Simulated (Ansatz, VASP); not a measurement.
# Hf (Hafnium): VASP beside Ansatz, part 2 of 2

Aim: how closely do two programs agree when they are given the same cell, functional and k mesh? The structure shown is the end of the Ansatz relaxation below.

VASP 6.6.1 and Ansatz 0.2.0.

So far: Set-up; Ansatz: relaxation, PBEsol; VASP: single point, PBEsol, pair 1.

## Step 4: Comparison

Known differences besides the potentials themselves: the data sets hold 52 valence electrons in Ansatz (on its PAW soft_1 files) and 20 in VASP; the cutoff is 420 eV in Ansatz and 500 eV in VASP; Ansatz makes its cores anew for this functional, VASP keeps those of its PBE data sets; Ansatz's pressure holds a Pulay correction, VASP's none. Total energies have different zeros and are not compared.

The two programs side by side:

| quantity | Ansatz | VASP | difference |
| --- | --- | --- | --- |
| pressure (GPa) | -2.01 | -2.38 | +0.37 |

## Step 5: Ansatz: relaxation, PBEsol

This run makes the geometry at which the two programs are then compared. The cell compared in this pair holds 42.46 Å³, against 43.99 Å³ for the pair before.

The structure compared here is the end of the Ansatz relaxation.

input.yaml reads:

```yaml
crystal:
  lattice:
    - [3.1877896248, 0.0, 0.0]
    - [-1.5938948124, 2.760706797, 0.0]
    - [0.0, 0.0, 4.7955646917]
  atoms:
    - { symbol: Hf, position: [0.3333333332, 0.6666666668, 0.25] }
    - { symbol: Hf, position: [0.6666666668, 0.3333333332, 0.75] }
kpoints:
  mp_grid: { grid: [15, 15, 8] }
hamiltonian:
  xc: pbesol
  pseudopotentials: { kind: paw, azcp: { folder: soft_1 }, xc_functional: pbe }
scf:
  occupations: { method: methfessel_paxton, width: 0.2 }
output:
  forces: true
  stress: true
  eigenvalues: true
relax:
  adjacent_minimum: "off"
  f_tol: 0.001
  max_steps: 60
  cell: { stress_tol: 0.01, fix: [c, angles] }
```

Run with:

```console
$ ansatz run input.yaml --threads 4 --pin off --max-ram 10240MiB --backend cpu --events-out ev --progress --plain --runs-dir out
```

Numbers of over 12 decimals in the logs are rounded to 6 here.

The log of the run:

```text
[...]
Crystal: 2 atoms, lattice volume = 42.204 Å³
Basis set: ecut = 420 eV, 809 PW (Γ), exchange–correlation on 48×48×72 points (8 copies of the dense FFT grid, shifted against one another)
Bands: 32, of which v1, the nominal top of the filled ones, is band 26 counted from 1 (25 counted from 0)
Symmetry: 8 space group operations
k-points: 320 of 1800
[...]
k-point 319: bands = [... 22 lower, 15.4968, 15.4968, 18.1567, 18.1567, 20.3785, 20.3785, 21.5661, 21.5661, ... 2 higher]
--- Relaxed structure (4 steps of the walk, 3 accepted, 1 SCFs on fresh bases) ---
[...]
cell:  # Å, volume = 42.4585 Å³
    - [3.197403, 1.1789058015315475e-18, 0.0]
    - [-1.598701, 2.769032, 0.0]
    - [0.0, 0.0, 4.7955646917]
  atoms:
    - { symbol: Hf, position: [0.333333, 0.666667, 0.25] }
    - { symbol: Hf, position: [0.666667, 0.333333, 0.750000] }
[key lines of the parts left out:]
SCF converged after 7 iterations
Free energy (F): -31197.565847 eV
Fermi energy:    19.118375 eV
P = ⅓ Tr σ = 2.4339 GPa (24.339 kbar)
```

## Step 6: VASP: single point, PBEsol, pair 2

The same cell, functional, mesh and smearing now go to VASP, with its own data sets.

INCAR reads:

```
SYSTEM = Hf
PREC = Accurate
ENCUT = 500
EDIFF = 1E-06
NELM = 120
ISMEAR = 1
SIGMA = 0.2
LREAL = .FALSE.
ALGO = Normal
GGA = PS
NBANDS = 16
LASPH = .TRUE.
LORBIT = 11
LWAVE = .FALSE.
LCHARG = .FALSE.
ISIF = 2
GGA_COMPAT = .FALSE.
KPAR = 2
```

POSCAR reads:

```
Hf
1.0
    3.1974025738      0.0000000000      0.0000000000
   -1.5987012869      2.7690318550      0.0000000000
    0.0000000000      0.0000000000      4.7955646917
Hf
2
Direct
    0.3333333333      0.6666666667      0.2500000000
    0.6666666667      0.3333333333      0.7500000000
```

KPOINTS reads:

```
Automatic mesh
0
Gamma
15 15 8
0 0 0
```

The projector-augmented-wave data sets are Hf_pv (PBE family, release 64).

Run with:

```console
$ mpirun -np 2 vasp_std
```

The log of the run:

```text
[banner, memory and clock lines left out]
running    2 mpi-ranks, on    1 nodes
[...]
[... a notice as in an earlier step ...]

 LDA part: xc-table for (Slater+PW92), standard interpolation
 POSCAR, INCAR and KPOINTS ok, starting setup
[...]
entering main loop
       N       E                     dE             d eps       ncg     rms          rms(c)
DAV:   1     0.466297795599E+02    0.46630E+02   -0.11392E+04  4336   0.116E+03
DAV:   2    -0.201639995219E+02   -0.66794E+02   -0.65103E+02  5800   0.251E+02
DAV:   3    -0.216992607850E+02   -0.15353E+01   -0.15300E+01  5544   0.264E+01
DAV:   4    -0.217106120758E+02   -0.11351E-01   -0.11349E-01  5368   0.277E+00
[...]
DAV:  10    -0.209693426054E+02    0.10071E-04   -0.51157E-05  5112   0.509E-02    0.201E-01
DAV:  11    -0.209693436495E+02   -0.10442E-05   -0.52120E-06  5464   0.163E-02    0.842E-03
DAV:  12    -0.209693437176E+02   -0.68052E-07   -0.38899E-07  3184   0.442E-03
   1 F= -.20969344E+02 E0= -.20971543E+02  d E =0.659681E-02
```

Parts of OUTCAR (step 6):

```text
  Total       -0.0945990     -0.0945990      1.8131428      0.0000000      0.0000000     -0.0000000
  in kB       -3.5697027     -3.5697027     68.4191347      0.0000000      0.0000000     -0.0000000
  external PRESSURE =      20.4265764 kB  Pullay stress =       0.0000000 kB

 POSITION                                       TOTAL-FORCE (eV/Angst)
 -----------------------------------------------------------------------------------
     -0.00000      1.84602      1.19889         0.000000     -0.000000      0.000000
      1.59870      0.92301      3.59667        -0.000000      0.000000      0.000000
 -----------------------------------------------------------------------------------
    total drift:                               -0.000000      0.000000     -0.000000

  FREE ENERGIE OF THE ION-ELECTRON SYSTEM (eV)
  ---------------------------------------------------
  free  energy   TOTEN  =       -20.9693437176 eV

  energy  without entropy=      -20.9759405227  energy(sigma->0) =      -20.97154265

[... 1 part as in an earlier step ...]

[... 2 further parts left out ...]
[key lines of the parts left out:]
E-fermi :   5.1704
```

The run ends at a pressure of 2.04 GPa.

## Step 7: Side by side

What differs besides the data sets and the points named for the pairs above, as far as they apply: the data sets hold 52 valence electrons in Ansatz (on its PAW soft_1 files) and 20 in VASP. Total energies have different zeros and are not compared.

The two programs side by side:

| quantity | Ansatz | VASP | difference |
| --- | --- | --- | --- |
| pressure (GPa) | 2.43 | 2.04 | +0.39 |

## Step 8: Outcome

| Quantity | Value |
| --- | --- |
| difference in pressure (single point, PBEsol, pair 1) | 0.37 GPa |
| difference in pressure (single point, PBEsol, pair 2) | 0.39 GPa |

In words: The difference in pressure is 0.39 GPa (single point, PBEsol, pair 2), within the 1 GPa picked in this series as the mark of a large difference. The data sets hold unlike numbers of valence electrons (52 in Ansatz and 20 in VASP), so part of the differences comes from the potentials. Such differences can come from data sets, numerical settings and the points named under the comparisons, not from the functional's error against experiment.

[Lines on the potential files, build, host, timing and source positions are cut from VASP's logs without a mark.]

[Logs are printed without paths, hosts, clocks, repeated set-up lines and the standing remarks that a program may print on its own settings, such as how far it seeks lower states.]

[Hosts, paths, dates, database ids (printed as entryN), source tags and the programs' standing remarks are cut or masked in the printed files.]
